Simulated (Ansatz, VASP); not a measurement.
# Ge (2H polytype (invented)) in two plane-wave programs, part 2 of 2

One calculation is typed for both programs; each brings its own data sets. How far apart do they land? Of the first pair: The cell is taken from a series of runs on this material, whose earlier steps may have relaxed, scaled, displaced or heated it; both programs get it as it stands.

VASP 6.6.1 and Ansatz 0.2.0.

So far: Starting point; VASP: relaxation of cell and atoms, r2SCAN, pair 1.

## 3. Ansatz: relaxation of cell and atoms, r2SCAN, pair 1

Level of this step: Ansatz beside VASP: Kohn-Sham DFT, plane waves, r2SCAN (Ansatz).

Ansatz runs on its PAW soft_1 files.

The same cell, functional, mesh and smearing now go to Ansatz, which takes its cutoff from its data sets.

Input file input.yaml:

```yaml
crystal:
  lattice:
    - [3.994635685, 0.0, 0.0]
    - [-1.9973178425, 3.4594559821, 0.0]
    - [0.0, 0.0, 6.599290498]
  atoms:
    - { symbol: Ge, position: [0.3333333333, 0.6666666667, 0.5629833952] }
    - { symbol: Ge, position: [0.6666666667, 0.3333333333, 0.0629833952] }
    - { symbol: Ge, position: [0.3333333333, 0.6666666667, 0.9370166048] }
    - { symbol: Ge, position: [0.6666666667, 0.3333333333, 0.4370166048] }
kpoints:
  mp_grid: { grid: [9, 9, 6] }
hamiltonian:
  xc: r2scan
  pseudopotentials: { kind: paw, azcp: { folder: soft_1 } }
scf:
  occupations: { method: gaussian, width: 0.01 }
output:
  forces: true
  stress: true
  eigenvalues: true
relax:
  adjacent_minimum: "off"
  f_tol: 0.005
  max_steps: 80
  cell: { stress_tol: 0.05 }
```

On the command line:

```bash
$ ansatz run input.yaml --threads 4 --pin off --max-ram 9216MiB --backend cpu --events-out ev --progress --plain --runs-dir out
```

Numbers of over 12 decimals in the logs are rounded to 6 here.

Output:

```text
Engine: ansatz 0.2.0, x86_64-unknown-linux-gnu
Pseudopotentials: kind: paw
Pseudopotential: Ge, paw, valence charge 14, recommended cutoff 500 eV (meta_gga), soft_1/Ge.paw.azcp
Functional definition: r2SCAN
  parameter k0 = 0.174
  parameter k1 = 0.065
  parameter a1 = 4.9479
  exchange = r2scan_x(k0 = k0, k1 = k1, a1 = a1)
  correlation = r2scan_c
Crystal: 4 atoms, lattice volume = 91.197 Å³
Basis set: ecut = 500 eV, 2311 PW (Γ), exchange–correlation on 120×120×200 points (64 copies of the dense FFT grid, shifted against one another)
Bands: 34, of which v1, the nominal top of the filled ones, is band 28 counted from 1 (27 counted from 0)
Symmetry: 24 space group operations
Space group: P63/mmc (ITA 194), of the structure as read, at distance tolerance 4.5e-5 Å
k-points: 48 of 486
Non-local potential: Ge, projectors of the file, l = 0: 2, l = 1: 2, l = 2: 3, l = 3: 1
PAW form: soft (Blöchl's): semilocal exchange-correlation on the pseudo side does not see the compensation charge
PAW frozen core: Ge, regenerated for the run's functional (the file was generated under x = pbe(κ = 0.804, μ = 0.219515), c = pbe(β = 0.066725))
PAW one-centre angular grid: Ge, 590 points (default); XC on 160 Gauss nodes
Initial density: superposition of atomic densities (chi_scale 0.1, normalization cell)
Initial wavefunctions: pseudopotential atomic-orbital guess
Functional: x = r2scan, c = r2scan; τ floored in thin density (d = 2e-4 eV/Å³)
iter 1 solved again at ethr=1.71e-3 eV; its pass at ethr=3.10e-3 eV (dr2=9.56e-1 eV) is discarded
SCF iter   1: F=—  HF=-17211.447826 eV  |F-HF|=—  |Δ(HF+E_count)|=         —  Δρ=3.75e-2  dr2=9.65e-1  dr2_τ=9.11e-3  ethr=1.71e-3  ⟨swp⟩=1.0  Hψ=7998  notcnv=0
preconditioner: auto → Resta (q_TF=auto, 2.515 Å⁻¹)  ε∞=2.5  [insulator: Δε(μ)=0.033 eV  Ē_g=23.425 eV  σ=0.010 eV  W_gap=0.58  n_scr=22 (ndim 8)  ℏωp=29.1 eV  f_vac=0.007  D(μ)=0.60/eV (n_scr^D=2)  ε∞_Penn≈2.5]
SCF iter   2: F=—  HF=-17211.528948 eV  |F-HF|=—  |Δ(HF+E_count)|=   8.11e-2  Δρ=2.26e-2  dr2=3.63e-1  dr2_τ=1.77e-3  ethr=1.71e-3  ⟨swp⟩=2.0  Hψ=1921  notcnv=0
SCF iter   3: F=—  HF=-17211.590904 eV  |F-HF|=—  |Δ(HF+E_count)|=   6.20e-2  Δρ=2.12e-3  dr2=4.88e-3  dr2_τ=8.06e-5  ethr=6.48e-4  ⟨swp⟩=3.3  Hψ=2330  notcnv=0
SCF iter   4: F=—  HF=-17211.586590 eV  |F-HF|=—  |Δ(HF+E_count)|=   4.31e-3  Δρ=1.26e-3  dr2=1.22e-3  dr2_τ=1.07e-5  ethr=8.72e-6  ⟨swp⟩=3.0  Hψ=3495  notcnv=0
SCF iter   5: F=—  HF=-17211.587577 eV  |F-HF|=—  |Δ(HF+E_count)|=   9.88e-4  Δρ=2.34e-4  dr2=2.05e-5  dr2_τ=1.33e-6  ethr=2.17e-6  ⟨swp⟩=3.0  Hψ=3266  notcnv=0
SCF iter   6: F=—  HF=-17211.587588 eV  |F-HF|=—  |Δ(HF+E_count)|=   1.09e-5  Δρ=6.08e-5  dr2=2.63e-6  dr2_τ=3.82e-8  ethr=3.66e-8  ⟨swp⟩=2.0  Hψ=2955  notcnv=0
SCF iter   7: F=-17211.587591 eV  HF=-17211.587591 eV  |F-HF|=3.95e-9  |Δ(HF+E_count)|=   2.70e-6  Δρ=9.26e-6  dr2=6.07e-8  dr2_τ=5.96e-10  ethr=1.79e-10  ⟨swp⟩=3.4  Hψ=6599  notcnv=0
SCF 1 converged in 7 iterations: F = -17211.587591 eV  dr2 = 6.07e-8
  greatest PAW one-centre occupation: 0.998 electrons in one spin orbital (limit 2), on the Ge atom at site 2 (counted from 0), in its partial waves of l = 2
relax step   1: F+E_penalty+E_count = -17211.58759107 eV  Δ(F+E_penalty+E_count) = +0.000e0 eV  max|allowed force component| = 4.615e-3 eV/Å  Δτ_max = 0.0000 Å  P = -0.010 GPa  Ω = 91.197 Å³  (7 SCF iters, dr2 threshold 1.00e-7 eV, accepted)
Initial density: handed on by an earlier stage of this run
Initial wavefunctions: pseudopotential atomic-orbital guess (no wavefunctions were taken with the density)
iter 1 solved again at ethr=1.54e-7 eV; its pass at ethr=3.10e-3 eV (dr2=8.64e-5 eV) is discarded
SCF iter   1: F=—  HF=-17211.587591 eV  |F-HF|=—  |Δ(HF+E_count)|=         —  Δρ=8.91e-6  dr2=6.15e-8  dr2_τ=5.52e-10  ethr=1.54e-7  ⟨swp⟩=3.0  Hψ=10125  notcnv=0
preconditioner: auto → Resta (q_TF=auto, 2.515 Å⁻¹)  ε∞=2.5  [insulator: Δε(μ)=0.098 eV  Ē_g=23.391 eV  σ=0.010 eV  W_gap=1.00  n_scr=22 (ndim 8)  ℏωp=29.1 eV  f_vac=0.072  D(μ)=0.00/eV (n_scr^D=0)  ε∞_Penn≈2.5]
SCF iter   2: F=—  HF=-17211.587591 eV  |F-HF|=—  |Δ(HF+E_count)|=   1.37e-7  Δρ=7.05e-6  dr2=2.37e-8  dr2_τ=4.11e-10  ethr=1.10e-10  ⟨swp⟩=2.0  Hψ=2976  notcnv=0
SCF iter   3: F=—  HF=-17211.587591 eV  |F-HF|=—  |Δ(HF+E_count)|=   1.62e-8  Δρ=3.08e-6  dr2=6.41e-9  dr2_τ=7.02e-11  ethr=4.23e-11  ⟨swp⟩=2.6  Hψ=3027  notcnv=0
SCF iter   4: F=—  HF=-17211.587591 eV  |F-HF|=—  |Δ(HF+E_count)|=   6.07e-9  Δρ=3.92e-7  dr2=8.48e-11  dr2_τ=1.07e-12  ethr=1.14e-11  ⟨swp⟩=2.0  Hψ=2016  notcnv=0
SCF iter   5: F=-17211.587591 eV  HF=-17211.587591 eV  |F-HF|=1.09e-11  |Δ(HF+E_count)|=  8.00e-11  Δρ=6.69e-8  dr2=2.52e-12  dr2_τ=1.16e-13  ethr=1.00e-12  ⟨swp⟩=4.2  Hψ=5260  notcnv=0
SCF 2 converged in 5 iterations: F = -17211.587591 eV  dr2 = 2.52e-12
  greatest PAW one-centre occupation: 0.998 electrons in one spin orbital (limit 2), on the Ge atom at site 3 (counted from 0), in its partial waves of l = 2
relax step   2: F+E_penalty+E_count = -17211.58759110 eV  Δ(F+E_penalty+E_count) = -3.333e-8 eV  max|allowed force component| = 4.591e-3 eV/Å  Δτ_max = 0.0000 Å  P = -0.010 GPa  Ω = 91.197 Å³  stress off target by 2.17e-2 GPa  SCF on the basis re-selected at this cell (its energy is not comparable with the rows above)  (5 SCF iters)
basis re-selected at this cell: Δ(F+E_penalty+E_count) = -3.333e-8 eV, ΔP = -0.000 GPa vs the last step (what re-selecting the basis moved, of the pressure what is left beyond the Pulay correction that the steps carried, after the strain that the cell walked since its last selection, with what the two solves' SCF thresholds leave and, on support functions, any second-order correction that the steps lacked; it is no m [...]
SCF converged after 5 iterations
Free energy (F): -17211.587591 eV
Harris-Foulkes:  -17211.587591 eV  (|F-HF|=1.09e-11)
Internal energy: -17211.587591 eV  (E = F + TS)
E sigma→0 (E₀):  -17211.587591 eV
Fermi energy:    8.483015 eV
--- Per-component energies (eV) ---
  E_band       = -642.414404
  E_kinetic    = 369.781611
  E_local      = -9039.743667  (includes V_loc(G=0)·N_el)
  E_nonlocal   = 873.660140
  E_hartree    = 4312.580715
  E_xc         = -263.403385
  E_vxc        = -273.195517  (∫ρ·V_xc dr)
  E_paw        = -8105.676127  (= ΣΔE_a)
  E_vpaw       = -1212.377355  (= ΣTr[D̂ρ^β])
  E_aug_tail   = -0.000018  (compensation charges beyond the density's cutoff)
  E_vtau       = 14.299143  (kinetic-family band-sum trace: ∫τ·v_τ [+ j·A + Jᵃ·Aᵃ] dr)
  E_ewald      = -5354.443817
  E_core_change = -4.343043  (= ΣΔE_core)
  E_smearing   = -0.000000  (= −TS)
  E_closure    = -0.000000  (closes the sum)
  Σ components = -17211.587591   (vs F -17211.587591, Δ=0.00e0)
--- Forces (eV/Å), atoms counted from 1 ---
  atom   1  Ge    -0.00000000    -0.00000000    -0.00459108
  atom   2  Ge    -0.00000000     0.00000000    -0.00459108
  atom   3  Ge    -0.00000000    -0.00000000     0.00459108
  atom   4  Ge    -0.00000000     0.00000000     0.00459108
  max |Σ_I F_I| component: 5.09e-17 eV/Å
--- Stress (GPa, compression-positive) ---
       -0.021668       0.000000       0.000000
        0.000000      -0.021668       0.000000
        0.000000       0.000000       0.014239
  P = ⅓ Tr σ = -0.0097 GPa (-0.097 kbar)
--- Band table (eV; the first three rows and the last of 48) ---
  k-point 0: bands = [... 24 lower, 6.7532, 8.1332, 8.4336, 8.4336, 8.5318, 8.7200, 10.7424, 10.7424, ... 2 higher]
  k-point 1: bands = [... 24 lower, 6.8307, 6.8307, 8.2479, 8.2479, 8.6226, 9.8151, 10.9306, 10.9306, ... 2 higher]
  k-point 2: bands = [... 24 lower, 7.0568, 7.0568, 7.8406, 7.8406, 8.8904, 9.7977, 11.3691, 11.3691, ... 2 higher]
  k-point 47: bands = [... 24 lower, 3.8672, 3.8672, 6.1685, 6.1685, 9.8440, 9.8440, 12.7392, 12.7392, ... 2 higher]
--- Relaxed structure (1 steps of the walk, 1 accepted, 1 SCFs on fresh bases) ---
  F+E_penalty+E_count = -17211.58759110 eV   max|allowed force component| = 4.591e-3 eV/Å   (the final SCF, on the basis selected at the relaxed cell)
  cell:  # Å, volume = 91.1974 Å³
    - [3.994636, 0.0, 0.0]
    - [-1.997318, 3.459456, 0.0]
    - [0.0, 0.0, 6.599290498]
  atoms:
    - { symbol: Ge, position: [0.333333, 0.666667, 0.562983] }
    - { symbol: Ge, position: [0.666667, 0.333333, 0.0629833952] }
    - { symbol: Ge, position: [0.333333, 0.666667, 0.937017] }
    - { symbol: Ge, position: [0.666667, 0.333333, 0.4370166048] }
```

## 4. Side by side

Known differences besides the potentials themselves: VASP keeps PBE cores, Ansatz makes them for the functional; the cutoff is 500 eV in Ansatz and 550 eV in VASP; Ansatz adds a Pulay correction to the stress that steers its cell, VASP none. Total energies have different zeros and are not compared.

Both answers:

```csv
quantity,Ansatz,VASP,difference
volume (Å³),91.20,91.39,-0.21 %
"edge a after relaxation, in the typed setting (Å)",3.995,3.997,-0.06 %
"edge c after relaxation, in the typed setting (Å)",6.599,6.606,-0.10 %
```

## 5. VASP: relaxation of cell and atoms, r2SCAN, pair 2

The relaxed volume is the usual yardstick between codes: in a stiff, nearly cubic crystal its relative difference is about their pressure difference at one cell divided by the bulk modulus.

Input file INCAR:

```
SYSTEM = Ge
PREC = Accurate
ENCUT = 550
EDIFF = 1E-07
NELM = 120
ISMEAR = 0
SIGMA = 0.1
LREAL = .FALSE.
ALGO = Normal
METAGGA = R2SCAN
LASPH = .TRUE.
NBANDS = 34
LORBIT = 11
LWAVE = .FALSE.
LCHARG = .FALSE.
ISIF = 3
IBRION = 2
NSW = 80
EDIFFG = -0.005
GGA_COMPAT = .FALSE.
NELMIN = 4
LMIXTAU = .TRUE.
KPAR = 2
```

Input file POSCAR:

```
Ge
1.0
    3.9971338187      0.0000000000      0.0000000000
   -1.9985669093      3.4616198133      0.0000000000
    0.0000000000      0.0000000000      6.6074682600
Ge
4
Direct
    0.3333332852      0.6666665704      0.5629925830
    0.6666667148      0.3333334296      0.0629925065
    0.3333332852      0.6666665704      0.9370074935
    0.6666667148      0.3333334296      0.4370074170
```

Input file KPOINTS:

```
Automatic mesh
0
Gamma
12 12 8
0 0 0
```

Potentials, in the order of the species: Ge_d (PBE family, release 64).

On the command line:

```bash
$ mpirun -np 2 vasp_std
```

Output:

```text
[banner, memory and clock lines left out]
running    2 mpi-ranks, on    1 nodes
[...]
[... a notice as in an earlier step ...]

 LDA part: xc-table for (None), standard interpolation
 POSCAR, INCAR and KPOINTS ok, starting setup
[...]
entering main loop
       N       E                     dE             d eps       ncg     rms          rms(c)
DAV:   1     0.465486663597E+03    0.46549E+03   -0.30618E+04  7302   0.479E+03
DAV:   2     0.261585679671E+02   -0.43933E+03   -0.43147E+03  6460   0.852E+02
DAV:   3    -0.563282604202E+02   -0.82487E+02   -0.81545E+02  7284   0.221E+02
DAV:   4    -0.607150620892E+02   -0.43868E+01   -0.43745E+01  7396   0.606E+01
[...]
DAV:  24    -0.554202602683E+02    0.20641E-05   -0.37894E-07  5370   0.506E-03    0.814E-04
DAV:  25    -0.554202605915E+02   -0.32322E-06   -0.10399E-07  4430   0.239E-03    0.348E-04
DAV:  26    -0.554202606394E+02   -0.47863E-07   -0.48611E-08  4194   0.230E-03
   1 F= -.55420261E+02 E0= -.55420162E+02  d E =-.554203E+02
[...]
N       E                     dE             d eps       ncg     rms          rms(c)
DAV:   1    -0.554205013349E+02   -0.24074E-03   -0.40896E-03  7732   0.716E-01    0.917E-02
DAV:   2    -0.554203556225E+02    0.14571E-03   -0.47184E-04  7630   0.370E-01    0.540E-02
DAV:   3    -0.554202706131E+02    0.85009E-04   -0.17785E-04  8346   0.200E-01    0.768E-03
DAV:   4    -0.554202791570E+02   -0.85438E-05   -0.67264E-05  6620   0.982E-02    0.491E-03
[...]
DAV:   9    -0.554202787161E+02   -0.57046E-06   -0.67983E-08  4202   0.227E-03    0.107E-04
DAV:  10    -0.554202784788E+02    0.23723E-06   -0.96528E-09  3276   0.819E-04    0.275E-05
DAV:  11    -0.554202785071E+02   -0.28218E-07   -0.93399E-10  3254   0.317E-04
   2 F= -.55420279E+02 E0= -.55420177E+02  d E =-.178677E-04
 trial-energy change:   -0.000018  1 .order   -0.000013   -0.000029    0.000002
 step:   0.9575(harm=  0.9206)  dis= 0.00016  next Energy=   -55.420279 (dE=-0.179E-04)
 reached required accuracy - stopping structural energy minimisation
```

From OUTCAR (step 5):

```text
  Total        0.0048365      0.0048365      0.0114208      0.0000000     -0.0000000      0.0000000
  in kB        0.0847934      0.0847934      0.2002293      0.0000000     -0.0000000      0.0000000
  external PRESSURE =       0.1232720 kB  Pullay stress =       0.0000000 kB

 POSITION                                       TOTAL-FORCE (eV/Angst)
 -----------------------------------------------------------------------------------
      0.00000      2.30791      3.71772        -0.000000      0.000000     -0.004939
      1.99871      1.15395      0.41583         0.000000     -0.000000     -0.004939
      0.00000      2.30791      6.18796        -0.000000      0.000000      0.004939
      1.99871      1.15395      2.88607         0.000000     -0.000000      0.004939
 -----------------------------------------------------------------------------------
    total drift:                               -0.000000     -0.000231      0.000461

  FREE ENERGIE OF THE ION-ELECTRON SYSTEM (eV)
  ---------------------------------------------------
  free  energy   TOTEN  =       -55.4202785071 eV

  energy  without entropy=      -55.4200746589  energy(sigma->0) =      -55.42017658

[... 1 part as in an earlier step ...]

[... 3 further parts left out ...]
[key lines of the parts left out:]
E-fermi :   4.9344
```

The gap is under twice the smearing width, so the edge states are partly filled and the run can't tell a small gap from a semimetal.

## 6. Ansatz: relaxation of cell and atoms, r2SCAN, pair 2

Its own start cell and the same functional, mesh and smearing now go to Ansatz, which takes its cutoff from its data sets.

The two relaxations start from unlike cells of this crystal, so only their ends are compared.

input.yaml, the sections that differ from step 3:

```yaml
crystal:
  lattice:
    - [4.0, 0.0, 0.0]
    - [-2.0, 3.464102, 0.0]
    - [0.0, 0.0, 6.531973]
  atoms:
    - { symbol: Ge, position: [0.333333, 0.666667, 0.5625] }
    - { symbol: Ge, position: [0.666667, 0.333333, 0.0625] }
    - { symbol: Ge, position: [0.333333, 0.666667, 0.9375] }
    - { symbol: Ge, position: [0.666667, 0.333333, 0.4375] }
kpoints:
  mp_grid: { grid: [12, 12, 8] }
scf:
  occupations: { method: gaussian, width: 0.1 }
# hamiltonian, output, relax: as in step 3
```

On the command line:

```bash
$ ansatz run input.yaml --threads 4 --pin off --max-ram 9216MiB --backend cpu --events-out ev --progress --plain --runs-dir out
```

Output:

```text
[...]
--- Relaxed structure (4 steps of the walk, 4 accepted, 1 SCFs on fresh bases) ---
[...]
cell:  # Å, volume = 91.1974 Å³
    - [3.994636, 0, 0.0]
    - [-1.997318, 3.459456, 0.0]
    - [0.0, 0.0, 6.599290]
  atoms:
    - { symbol: Ge, position: [0.333333, 0.666667, 0.562983] }
    - { symbol: Ge, position: [0.666667, 0.333333, 0.062983] }
    - { symbol: Ge, position: [0.333333, 0.666667, 0.937017] }
    - { symbol: Ge, position: [0.666667, 0.333333, 0.437017] }
[key lines of the parts left out:]
SCF converged after 5 iterations
Free energy (F): -17211.591186 eV
Fermi energy:    8.489605 eV
P = ⅓ Tr σ = 0.0103 GPa (0.103 kbar)
```

## 7. Side by side

Compared:

```csv
quantity,Ansatz,VASP,difference
volume (Å³),91.20,91.39,-0.21 %
"edge a after relaxation, in the typed setting (Å)",3.995,3.997,-0.07 %
"edge c after relaxation, in the typed setting (Å)",6.599,6.604,-0.07 %
```

## 8. Outcome

```json
{
  "difference in volume (relaxation of cell and atoms, r2SCAN, pair 1)": "-0.21 %",
  "difference in volume (relaxation of cell and atoms, r2SCAN, pair 2)": "-0.21 %"
}
```

What this shows: The difference in volume is -0.21 % (relaxation of cell and atoms, r2SCAN, pair 2), within the 1.2 % picked in this series as the mark of a large difference, as far as the stopping tolerances let one tell. How closely two codes agree says nothing of how well the functional describes the real material.

[Lines on the potential files, build, host, timing and source positions are cut from VASP's logs without a mark.]

[Logs are printed without paths, hosts, clocks, repeated set-up lines and the standing remarks that a program may print on its own settings, such as how far it seeks lower states.]

[Hosts, paths, dates, database ids (printed as entryN), source tags and the programs' standing remarks are cut or masked in the printed files.]
